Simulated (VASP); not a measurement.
# Ga2SnO (I-42d) in VASP: relaxation of cell and atoms with PBE

Aim: the relaxation of cell and atoms of Ga2SnO with PBE.

Everything below comes from runs of VASP 6.6.1. Logs are shortened: lines on timing, memory, paths and dates and some standing lists are left out, and cuts for length are marked.

### 1 The structure

Symmetry: I-42d, No. 122, tetragonal system. The conventional cell has a = 5.432 Å, b = 5.432 Å, c = 10.944 Å, α = 90.00°, β = 90.00°, γ = 90.00°. Ga (site symmetry 2) has 2 O at 2.11 Å as nearest neighbours. Sn (site symmetry -4) is surrounded by 4 Ga at 2.67 Å. Around O (site symmetry -4) lie 4 Ga at 2.11 Å.

The cell was built by a generator and needn't be a form met in nature.

### 2 Relaxation of cell and atoms, PBE

Input file INCAR:

```
PREC     = Accurate       # precision mode
ENCUT    = 520            # plane-wave cutoff, eV
EDIFF    = 1E-6           # SCF threshold, eV
ISMEAR   = 0              # smearing method
SIGMA    = 0.1            # smearing width, eV
LREAL    = F              # projectors in reciprocal space
LASPH    = T              # aspherical terms in the spheres
NELM     = 120            # most SCF steps
ALGO     = Normal         # electronic algorithm
ISIF     = 3              # what is computed and relaxed
LWAVE    = F              # write WAVECAR
LCHARG   = F              # write CHGCAR
GGA      = PE             # functional
IBRION   = 2              # ionic algorithm
NSW      = 90             # ionic steps
EDIFFG   = -0.01          # ionic threshold
KPAR     = 4
```

Input file KPOINTS:

```
Automatic mesh
0
Gamma
  8 8 8
```

Input file POSCAR:

```
Ga2SnO
1.0
   -2.7160000000      2.7160000000      5.4720000000
    2.7160000000     -2.7160000000      5.4720000000
    2.7160000000      2.7160000000     -5.4720000000
Ga Sn O
4 2 2
Direct
    0.5336892500      0.6250000000      0.4086892500
    0.8750000000      0.4663107500      0.0913107500
    0.3750000000      0.7836892500      0.9086892500
    0.2163107500      0.1250000000      0.5913107500
    0.7500000000      0.2500000000      0.5000000000
    0.0000000000      0.0000000000      0.0000000000
    0.5000000000      0.5000000000      0.0000000000
    0.2500000000      0.7500000000      0.5000000000
```

Potentials or basis: VASP PAW PBE potentials, release 64 (Ga_d, Sn_d, O).

Command:

```
$ cat potpaw_PBE.64/Ga_d/POTCAR potpaw_PBE.64/Sn_d/POTCAR potpaw_PBE.64/O/POTCAR > POTCAR
$ mpirun -np 4 vasp_std > vasp.out
```

OUTCAR:

```text
PREC = Accurate
   ENCUT = 520
   EDIFF = 1E-6
   ISMEAR = 0
   LREAL = F
   LASPH = T
   NELM = 120
   ISIF = 3
   GGA = PE
   IBRION = 2
   NSW = 90
   EDIFFG = -0.01

 ion  position               nearest neighbor table
   1  0.534  0.625  0.409-   7 2.11   8 2.11   5 2.67   6 2.67
   2  0.875  0.466  0.091-   7 2.11   8 2.11   6 2.67   5 2.67
   3  0.375  0.784  0.909-   7 2.11   8 2.11   6 2.67   5 2.67
   4  0.216  0.125  0.591-   8 2.11   7 2.11   5 2.67   6 2.67
   5  0.750  0.250  0.500-   1 2.67   2 2.67   4 2.67   3 2.67
   6  0.000  0.000  0.000-   3 2.67   2 2.67   4 2.67   1 2.67
   7  0.500  0.500  0.000-   2 2.11   1 2.11   3 2.11   4 2.11
   8  0.250  0.750  0.500-   4 2.11   2 2.11   3 2.11   1 2.11

  LATTYP: Found a body centered tetragonal cell.
 ALAT       =     5.4320000000
 C/A-ratio  =     2.0147275405

  Lattice vectors:

 A1 = (  -2.7160000000,   2.7160000000,   5.4720000000)
 A2 = (   2.7160000000,  -2.7160000000,   5.4720000000)
 A3 = (   2.7160000000,   2.7160000000,  -5.4720000000)

Analysis of symmetry for initial positions (statically):
=====================================================================
 Subroutine PRICEL returns:
 Original cell was already a primitive cell.

 Routine SETGRP: Setting up the symmetry group for a
 body centered tetragonal supercell.

 Subroutine GETGRP returns: Found  8 space group operations
 (whereof  4 operations were pure point group operations)
 out of a pool of 16 trial point group operations.

The static configuration has the point symmetry S_4 .
 The point group associated with its full space group is D_2d.

Analysis of symmetry for dynamics (positions and initial velocities):
=====================================================================
 Subroutine PRICEL returns:
 Original cell was already a primitive cell.

 Routine SETGRP: Setting up the symmetry group for a
 body centered tetragonal supercell.

 Subroutine GETGRP returns: Found  8 space group operations
 (whereof  4 operations were pure point group operations)
 out of a pool of 16 trial point group operations.

The dynamic configuration has the point symmetry S_4 .
 The point group associated with its full space group is D_2d.

 Subroutine INISYM returns: Found  8 space group operations
 (whereof  4 operations are pure point group operations),
 and found     1 'primitive' translations

----------------------------------------------------------------------------------------

                                     Primitive cell

  volume of cell :     161.4602

  direct lattice vectors                    reciprocal lattice vectors
    -2.716000000  2.716000000  5.472000000     0.000000000  0.184094256  0.091374269
     2.716000000 -2.716000000  5.472000000     0.184094256  0.000000000  0.091374269
     2.716000000  2.716000000 -5.472000000     0.184094256  0.184094256  0.000000000

  length of vectors
     6.685513892  6.685513892  6.685513892     0.205523605  0.205523605  0.260348594

  position of ions in fractional coordinates (direct lattice)
     0.533689250  0.625000000  0.408689250
     0.875000000  0.466310750  0.091310750
     0.375000000  0.783689250  0.908689250
     0.216310750  0.125000000  0.591310750
     0.750000000  0.250000000  0.500000000
     0.000000000  0.000000000  0.000000000
     0.500000000  0.500000000  0.000000000
     0.250000000  0.750000000  0.500000000

  ion indices of the primitive-cell ions
   primitive index   ion index
                 1           1
                 2           2
                 3           3
                 4           4
                 5           5
                 6           6
                 7           7
                 8           8

----------------------------------------------------------------------------------------

 KPOINTS: Automatic mesh

Automatic generation of k-mesh.
 Grid dimensions read from file:
 generate k-points for:    8    8    8

 Generating k-lattice:

  Cartesian coordinates                     Fractional coordinates (reciprocal lattice)
     0.000000000  0.023011782  0.011421784     0.125000000 -0.000000000  0.000000000
     0.023011782  0.000000000  0.011421784    -0.000000000  0.125000000  0.000000000
     0.023011782  0.023011782  0.000000000     0.000000000  0.000000000  0.125000000

  Length of vectors
     0.025690451  0.025690451  0.032543574

  Shift w.r.t. Gamma in fractional coordinates (k-lattice)
     0.000000000  0.000000000  0.000000000

 Subroutine IBZKPT returns following result:
 ===========================================

 Found     59 irreducible k-points:

 Following reciprocal coordinates:
            Coordinates               Weight
  0.000000  0.000000  0.000000      1.000000
  0.125000 -0.000000  0.000000      8.000000
  0.250000 -0.000000  0.000000      8.000000
  0.375000 -0.000000  0.000000      8.000000
  0.500000 -0.000000  0.000000      4.000000
  0.125000  0.125000  0.000000      8.000000
[... 16 lines left out ...]
  0.250000  0.125000  0.125000     16.000000
  0.375000  0.125000  0.125000      8.000000
 [... further k-points ...]
   k-points           NKPTS =     59   k-points in BZ     NKDIM =     59   number of bands    NBANDS=     55
   number of dos      NEDOS =    301   number of ions     NIONS =      8
   total plane-waves  NPLWV = 125000
   dimension x,y,z NGX =    50 NGY =   50 NGZ =   50
   dimension x,y,z NGXF=   100 NGYF=  100 NGZF=  100
   ions per type =               4   2   2
   NGX,Y,Z   is equivalent  to a cutoff of  12.43, 12.43, 12.43 a.u.
   NGXF,Y,Z  is equivalent  to a cutoff of  24.87, 24.87, 24.87 a.u.
 SYSTEM =  unknown system
   PREC   = accura    normal or accurate (medium, high low for compatibility)
   ISTART =      0    job   : 0-new  1-cont  2-samecut
   ICHARG =      2    charge: 1-file 2-atom 10-const
   ISPIN  =      1    spin polarized calculation?
   LNONCOLLINEAR =      F non collinear calculations
   LSORBIT =      F    spin-orbit coupling
   LASPH  =      T    aspherical Exc in radial PAW
   ENCUT  =  520.0 eV  38.22 Ry    6.18 a.u.  12.43 12.43 12.43*2*pi/ulx,y,z
   NELM   =    120;   NELMIN=  2; NELMDL= -5     # of ELM steps
   EDIFF  = 0.1E-05   stopping-criterion for ELM
   LREAL  =      F    real-space projection
   EDIFFG = -.1E-01   stopping-criterion for IOM
   NSW    =     90    number of steps for IOM
   IBRION =      2    ionic relax: 0-MD 1-quasi-New 2-CG
   NFREE  =      1    steps in history (QN), initial steepest desc. (CG)
   ISIF   =      3    stress and relaxation
   ISYM   =      2    0-nonsym 1-usesym 2-fastsym
   POTIM  = 0.5000    time-step for ionic-motion
   TEBEG  =    0.0;   TEEND  =   0.0 temperature during run
   PSTRESS=    0.0 pullay stress
   NELECT =      92.0000    total number of electrons
   NUPDOWN=      -1.0000    fix difference up-down
   EMIN   =  10.00;   EMAX   =-10.00  energy-range for DOS
   EFERMI =   0.00;   METHOD = LEGACY
   ISMEAR =     0;   SIGMA  =   0.10  broadening in eV -4-tet -1-fermi 0-gaus
   EFERMI_NEDOS =   21; number of points for ismear=-14 and -15
   IALGO  =     38    algorithm
   IMIX   =      4    mixing-type and parameters
     AMIX     =   0.40;   BMIX     =  1.00
     AMIX_MAG =   1.60;   BMIX_MAG =  1.00
  volume/ion in A,a.u.               =      20.18       136.20
  Fermi-wavevector in a.u.,A,eV,Ry     =   1.357216  2.564766 25.062404  1.842035
  Thomas-Fermi vector in A             =   2.484153
   LORBIT       =      0    0 simple, 1 ext, 2 COOP (PROOUT), +10 PAW based schemes
   GGA     = PE    functional components
   LHFCALC =     F    Hartree Fock is set to
   AEXX    =    0.0000 exact exchange contribution
   IVDW    =     0    specifies the selected vdW correction
   LEPSILON=     F    determine dielectric tensor
   LRPA    =     F    only Hartree local field effects (RPA)
 conjugate gradient relaxation of ions
 non-spin polarized calculation
 Gauss-broadening in eV      SIGMA  =   0.10
  energy-cutoff  :      520.00
  volume of cell :      161.46
 maximum number of plane-waves:      4370
 NGX is ok and might be reduce to    50
   NGX = 25   NGY = 25   NGZ = 25

--------------------------------------- Ionic step        1  -------------------------------------------

 number of electron      91.9999968 magnetization

 Free energy of the ion-electron system (eV)
  ---------------------------------------------------
  ext. energy  EPLUGINS =         0.00000000
  ---------------------------------------------------
  free energy    TOTEN  =       -32.90521795 eV

  energy without entropy =      -32.90032421  energy(sigma->0) =      -32.90277108

------------------------ aborting loop because EDIFF is reached ----------------------------------------

  FORCE on cell =-STRESS in cart. coord.  units (eV):
  Direction    XX          YY          ZZ          XY          YZ          ZX
  --------------------------------------------------------------------------------------
  -------------------------------------------------------------------------------------
  Total        0.0511144      0.0511144      0.5443172      0.0000000      0.0000000      0.0000000
  in kB        0.5072108      0.5072108      5.4012845      0.0000000      0.0000000      0.0000000
  external PRESSURE =       2.1385687 kB  Pullay stress =       0.0000000 kB
[... 107 lines left out ...]
  FREE ENERGIE OF THE ION-ELECTRON SYSTEM (eV)
  ---------------------------------------------------
  free  energy   TOTEN  =       -32.9065596546 eV

  energy  without entropy=      -32.9015443447  energy(sigma->0) =      -32.90405200

[... ionic steps 4 to 8 ...]

--------------------------------------- Ionic step        9  -------------------------------------------

 number of electron      91.9999972 magnetization

------------------------ aborting loop because EDIFF is reached ----------------------------------------
[... 79 lines left out ...]
--------------------------------------- Ionic step       11  -------------------------------------------

 number of electron      91.9999978 magnetization

 Free energy of the ion-electron system (eV)
  ---------------------------------------------------
  ext. energy  EPLUGINS =         0.00000000
  ---------------------------------------------------
  free energy    TOTEN  =       -32.90893306 eV

  energy without entropy =      -32.90424322  energy(sigma->0) =      -32.90658814

 E-fermi :   5.3974     XC(G=0): -10.0549

 val. band max:        5.3295634579   @ k =  -0.2500   0.2500   0.1250
 cond. band min:       5.4692953001   @ k =   0.1250   0.1250   0.1250
 fundamental gap:      0.1397318421
 Fermi energy:         5.3973677045

 k-point     1 :       0.0000    0.0000    0.0000
  band No.  band energies     occupation
      1     -15.8801      2.00000
      2     -15.8801      2.00000
      3     -15.8541      2.00000
      4     -15.8538      2.00000
      5     -15.8525      2.00000
      6     -15.8525      2.00000
[... 1381 lines left out ...]
     54       9.8868      0.00000
     55      10.7954      0.00000

 [... further k-points ...]

------------------------ aborting loop because EDIFF is reached ----------------------------------------

  FORCE on cell =-STRESS in cart. coord.  units (eV):
  Direction    XX          YY          ZZ          XY          YZ          ZX
  --------------------------------------------------------------------------------------
  -------------------------------------------------------------------------------------
  Total       -0.0048148     -0.0048148      0.0275776      0.0000000      0.0000000     -0.0000000
  in kB       -0.0477228     -0.0477228      0.2733418      0.0000000      0.0000000     -0.0000000
  external PRESSURE =       0.0592987 kB  Pullay stress =       0.0000000 kB
[... 23 lines left out ...]
  FREE ENERGIE OF THE ION-ELECTRON SYSTEM (eV)
  ---------------------------------------------------
  free  energy   TOTEN  =       -32.9089330552 eV

  energy  without entropy=      -32.9042432231  energy(sigma->0) =      -32.90658814

 reached required accuracy - stopping structural energy minimisation
```

Wall time 11 min (4 MPI ranks of Intel Xeon 6975P-C (Granite Rapids), shared host); peak memory 0.68 GiB.

What came out:

| Property | Result |
| --- | --- |
| Free energy | -32.9089 eV |
| Relaxed volume | 20.21 Å³/atom |
| Relaxed cell | a = 6.733 Å, b = 6.733 Å, c = 6.733 Å, α = 132.73°, β = 132.73°, γ = 69.07° |
| Space group after relaxing (to 0.05 Å) | I-42d (No. 122) |
| Energy gained by relaxing | 0.5 meV/atom |
| Ionic steps | 11 |
| Pressure after relaxing | 0.0 GPa |
| Largest force after relaxing | 0.003 eV/Å |
| Band gap on the k mesh | none (metal or under the smearing width) |

Forces in eV/Å, atoms in the order of the input:
```
Ga   0.000  0.003  0.000
Ga  -0.003  0.000  0.000
Ga   0.003  0.000  0.000
Ga   0.000 -0.003  0.000
Sn   0.000  0.000  0.000
Sn   0.000  0.000  0.000
O    0.000  0.000  0.000
O    0.000  0.000  0.000
```

The path:
| step | energy change (eV) | largest force (eV/Å) | pressure (GPa) | volume (Å³) |
| --- | --- | --- | --- | --- |
| 1 | 0.0000 | 0.0015 | 0.21 | 161.46 |
| 2 | -0.0012 | 0.0017 | -0.01 | 162.09 |
| 3 | -0.0013 | 0.0035 | -0.19 | 162.50 |
| 4 | -0.0023 | 0.0113 | -0.16 | 162.33 |
| 5 | -0.0030 | 0.0207 | -0.11 | 162.14 |
| 6 | -0.0031 | 0.0399 | -0.03 | 161.76 |
| 7 | -0.0033 | 0.0313 | -0.09 | 161.95 |
| 8 | -0.0033 | 0.0326 | -0.06 | 161.91 |
| 9 | -0.0036 | 0.0196 | 0.04 | 161.57 |
| 10 | -0.0036 | 0.0154 | 0.09 | 161.45 |
| 11 | -0.0037 | 0.0033 | 0.01 | 161.64 |

Final structure:
```cif
data_structure
_symmetry_space_group_name_H-M 'P 1'
_symmetry_Int_Tables_number 1
_cell_length_a 6.7332
_cell_length_b 6.7332
_cell_length_c 6.7332
_cell_angle_alpha 132.733
_cell_angle_beta 132.733
_cell_angle_gamma 69.074
_cell_volume 161.64
loop_
_atom_site_label
_atom_site_type_symbol
_atom_site_fract_x
_atom_site_fract_y
_atom_site_fract_z
_atom_site_occupancy
Ga1 Ga 0.53241 0.62500 0.40741 1
Ga2 Ga 0.87500 0.46759 0.09259 1
Ga3 Ga 0.37500 0.78241 0.90741 1
Ga4 Ga 0.21759 0.12500 0.59259 1
Sn1 Sn 0.75000 0.25000 0.50000 1
Sn2 Sn 0.00000 0.00000 0.00000 1
O1 O 0.50000 0.50000 0.00000 1
O2 O 0.25000 0.75000 0.50000 1
```

Levels at points of the mesh, in eV from the Fermi level:
```tsv
k point	band 43	band 44	band 45	band 46	band 47	band 48	band 49	band 50
(0.00, 0.00, 0.00)	-2.60	-1.70	-0.84	-0.84	-0.72	0.45	1.19	2.92
(0.50, 0.00, 0.00)	-3.00	-1.76	-1.35	-0.18	0.77	1.09	1.49	1.66
(0.50, 0.50, 0.00)	-2.15	-2.15	-0.76	-0.76	0.35	0.35	3.00	3.00
(0.50, 0.50, 0.50)	-2.65	-2.65	-0.11	-0.11	0.77	0.77	1.80	1.80
```
